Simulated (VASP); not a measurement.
Data:

```xyz
1
Lattice="0.0000 2.3957 2.3957 2.3957 0.0000 2.3957 2.3957 2.3957 0.0000" Properties=species:S:1:pos:R:3 pbc="T T T"
Sb     0.0000     0.0000     0.0000
```

All values below come from PBEsol GGA, VASP's PBE PAW potentials (set 64) (plane waves; VASP 6.6.1). Run with 400 eV cut-off, 12×12×12 Γ-centred mesh, first-order Methfessel-Paxton smearing of 0.10 eV, potentials Sb.

Energy and stress use the plane-wave basis of the starting cell.

Q: The ions, cell shape and volume are relaxed. Predict the relaxed structure.

A: 
```xyz
1
Lattice="0.0000 2.3593 2.3593 2.3593 0.0000 2.3593 2.3593 2.3593 0.0000" Properties=species:S:1:pos:R:3 pbc="T T T"
Sb     0.0000     0.0000     0.0000
```
Space group Fm-3m (225), at a tolerance of 0.03 Å.

Q: How do energy and volume change from the first to the last step?

A: The energy (σ→0) changes by -10.8 meV/atom and the volume by -4.5 %, in 3 ionic steps.

```json
[
 {"step": "1", "E(σ→0) (eV)": "-4.2819", "max force (eV/Å)": "0.000", "pressure (GPa)": "-2.72", "volume (Å³)": "27.50"},
 {"step": "2", "E(σ→0) (eV)": "-4.2901", "max force (eV/Å)": "0.000", "pressure (GPa)": "1.44", "volume (Å³)": "25.68"},
 {"step": "3", "E(σ→0) (eV)": "-4.2927", "max force (eV/Å)": "0.000", "pressure (GPa)": "0.01", "volume (Å³)": "26.27"}
]
```

The structure was generated: Sb was put into the fcc type (Fm-3m), which need not be its known phase. This run relaxes it. Symmetry was kept, so distortions that lower it aren't found.
